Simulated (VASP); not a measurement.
SmGdSe₂ (space group R-3m): computed properties

Level of theory: PBEsol GGA, VASP's PBE PAW potentials (set 64) (plane waves; VASP).

```json
{
 "space_group": "R-3m (166)",
 "cell": "a = b = 4.1041 Å, c = 19.7981 Å, α = β = 90.00°, γ = 120.00°",
 "volume_per_atom": "24.07 Å³/atom",
 "band gap (over mesh and band path)": "none (metal, semimetal or under 0.01 eV)",
 "cell_moment": "0.00 μB",
 "band_gap_with_spin_orbit_coupling": "none (metallic)",
 "density": "8.03 g/cm³"
}
```

Space group R-3m, hexagonal axes (No. 166); a = b = 4.1041 Å, c = 19.7981 Å, α = β = 90.00°, γ = 120.00°

```csv
atom,site,symmetry,x,y,z
Sm,3b,-3m,0.0000,0.0000,0.5000
Gd,3a,-3m,0.0000,0.0000,0.0000
Se,6c,3m,0.0000,0.0000,0.2518
```
(The calculation used a cell of 4 atoms; values per cell refer to that cell.)

The 4f electrons are frozen in the core of the lanthanide potential, so 4f levels, which can set the real gap, and their magnetism are missing.

The structure comes from a computed database's SmGdSe2 entry (R-3m); how it stands against other phases isn't given here. It was relaxed first. Symmetry was kept, so distortions that lower it aren't found.
